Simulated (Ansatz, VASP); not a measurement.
## Mn2SiO6: VASP beside Ansatz

```
Mn Si O
1.0
     0.00000    3.47196    3.47196
     3.47196    0.00000    3.47196
     3.47196    3.47196    0.00000
Mn Si O
2 1 6
Direct
  0.25000 0.25000 0.25000
  0.75000 0.75000 0.75000
  0.00000 0.00000 0.00000
  0.75000 0.25000 0.25000
  0.25000 0.75000 0.75000
  0.25000 0.75000 0.25000
  0.75000 0.25000 0.75000
  0.25000 0.25000 0.75000
  0.75000 0.75000 0.25000
```

Change from the starting cell: ordered vacancies on the cation sites of perovskite (Fm-3m, No. 225).

Alike in both runs: task single point; functional PBE; k mesh 4 × 4 × 4; occupations gaussian, width 0.1 eV; collinear spin.

```csv
,VASP,Ansatz
version,VASP 6.6.1,Ansatz 0.2.0
potentials or method,"VASP PAW PBE potentials, release 64 (Mn_pv, Si, O)","scalar-relativistic, plane waves, PAW"
plane-wave cutoff (eV),520,420
valence electrons in the cell,66,70
```

```csv
,VASP,Ansatz,Ansatz less VASP
gap on the k mesh at the Fermi level (eV),none,none,-
pressure (GPa),2.9,2.5,-0.43
rms of the force components (eV/Å),0.395,0.415,+0.0198
net moment per atom (μB),0.67,0.67,0.000
size of the moment on the site where the two differ most (μB),4.15,4.03,-0.120
```

Site moments also hang on the region over which each program counts them. A gap of «none» marks a metal or a gap that the smearing closes. The two sets of potentials don't hold the same shells in valence.

Caveats: the k mesh is coarse (spacing up to 0.39 Å⁻¹), so the values aren't converged; semilocal functionals often make such compounds metallic where correlation or magnetic order opens a gap, which also shifts bond lengths.
